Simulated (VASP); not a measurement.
A convergence study with VASP on AlP (zinc blende): a few settings are varied, all else stays as given below, so the limit is that of these other settings.

```
AlP
1.0
    0.00000     2.73000     2.73000
    2.73000     0.00000     2.73000
    2.73000     2.73000     0.00000
Al P
1 1
Direct
  0.00000   0.00000   0.00000
  0.25000   0.25000   0.25000
```

These are PBE GGA, VASP's PBE PAW potentials (set 64) (plane waves; VASP) values and carry that method's errors. The last row used: 550 eV cut-off, 15×15×15 Γ-centred mesh, second-order Methfessel-Paxton smearing of 0.40 eV, potentials Al P.

Gaps are read on the run's mesh, which can miss a band edge.

```tsv
setting	E (eV/atom)	pressure (GPa)	gap on the mesh (eV)	irreducible k-points
ISMEAR = -1, SIGMA = 0.01, 4×4×4 mesh	-5.1372	2.59	1.555	8
ISMEAR = -1, SIGMA = 0.1, 4×4×4 mesh	-5.1371	2.59	1.555	8
ISMEAR = 0, SIGMA = 0.01, 4×4×4 mesh	-5.1372	2.59	1.555	8
ISMEAR = 0, SIGMA = 0.2, 4×4×4 mesh	-5.1372	2.59	1.555	8
ISMEAR = 1, SIGMA = 0.05, 4×4×4 mesh	-5.1371	2.59	1.555	8
ISMEAR = 1, SIGMA = 0.2, 4×4×4 mesh	-5.1370	2.59	1.555	8
ISMEAR = 2, SIGMA = 0.05, 4×4×4 mesh	-5.1371	2.59	1.555	8
ISMEAR = 2, SIGMA = 0.2, 4×4×4 mesh	-5.1370	2.59	1.555	8
ISMEAR = -1, SIGMA = 0.01, 9×9×9 mesh	-5.1853	2.18	1.658	35
ISMEAR = -1, SIGMA = 0.2, 9×9×9 mesh	-5.1849	2.18	1.658	35
ISMEAR = 0, SIGMA = 0.01, 9×9×9 mesh	-5.1853	2.18	1.658	35
ISMEAR = 0, SIGMA = 0.4, 9×9×9 mesh	-5.1853	2.18	1.658	35
ISMEAR = 1, SIGMA = 0.05, 9×9×9 mesh	-5.1853	2.18	1.658	35
ISMEAR = 1, SIGMA = 0.4, 9×9×9 mesh	-5.1852	2.17	1.658	35
ISMEAR = 2, SIGMA = 0.05, 9×9×9 mesh	-5.1853	2.18	1.658	35
ISMEAR = 2, SIGMA = 0.4, 9×9×9 mesh	-5.1851	2.18	1.658	35
ISMEAR = -1, SIGMA = 0.05, 15×15×15 mesh	-5.1855	2.18	1.608	120
ISMEAR = -1, SIGMA = 0.2, 15×15×15 mesh	-5.1851	2.18	1.609	120
ISMEAR = 0, SIGMA = 0.1, 15×15×15 mesh	-5.1855	2.18	1.608	120
ISMEAR = 0, SIGMA = 0.4, 15×15×15 mesh	-5.1855	2.18	1.608	120
ISMEAR = 1, SIGMA = 0.1, 15×15×15 mesh	-5.1855	2.18	1.608	120
ISMEAR = 1, SIGMA = 0.4, 15×15×15 mesh	-5.1854	2.16	1.609	120
ISMEAR = 2, SIGMA = 0.1, 15×15×15 mesh	-5.1855	2.18	1.608	120
ISMEAR = 2, SIGMA = 0.4, 15×15×15 mesh	-5.1853	2.18	1.609	120
```

Left out are rungs that failed or repeat a setting and relaxations that didn't move; long series are thinned to 24 rows.

The compound is AlP in the zinc blende structure. The cell was not relaxed at this level.
